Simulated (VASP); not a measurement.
Consider the following.

```xyz
2
Lattice="0.0000 2.3782 2.3782 2.3782 0.0000 2.3782 2.3782 2.3782 0.0000" Properties=species:S:1:pos:R:3 pbc="T T T"
Y      0.0000     0.0000     0.0000
N      2.3782     2.3782     2.3782
```

Method: PBEsol GGA, VASP's PBE PAW potentials (set 64) (plane waves; VASP). Numerical set-up: 520 eV cut-off, 9×9×9 Γ-centred mesh, Gaussian smearing of 0.050 eV, potentials Y_sv N.

Problem. Estimate the energy per atom (σ→0), pressure, band gap (on the k-mesh) with the smallest direct gap where there is one.

Solution. 
- band gap (on the k-mesh): none (metal, semimetal or under 0.01 eV)
- energy per atom (σ→0): -919.9 kJ/mol of atoms
- pressure: 11.99 GPa

Only differences to runs with the same potentials and settings are physical.

The compound is YN in the rock salt structure. This cell is one point of a volume scan, at 0.94 of the reference volume.
